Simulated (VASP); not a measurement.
Consider the following.

```yaml
crystal:
  lattice:
    - [4.13109, 0.00000, 0.00000]
    - [0.00000, 4.13109, 0.00000]
    - [0.00000, 0.00000, 4.13109]
  atoms:
    - { symbol: Cs, position: [0.00000, 0.00000, 0.00000] }
    - { symbol: Cl, position: [0.50000, 0.50000, 0.50000] }
```

All values below come from PBE GGA with D3 dispersion (Becke-Johnson damping), VASP's PBE PAW potentials (set 64) (plane waves; VASP). Run with 520 eV cut-off, 7×7×7 Γ-centred mesh, tetrahedra with Blöchl corrections, potentials Cs_sv Cl.

Unless said otherwise, spin-orbit coupling is left out, though it shifts the bands of the heavy elements here.

Q: Estimate the energy per atom (σ→0), band gap (on the k-mesh) with the smallest direct gap where there is one.

A: 
```
Property                                     Result
-----------------------------------  --------------
band gap (on the k-mesh)                    5.23 eV
smallest direct gap (on the k-mesh)         5.23 eV
energy per atom (σ→0)                -3.471 eV/atom
```

The compound is CsCl in the CsCl type structure. It was relaxed first.
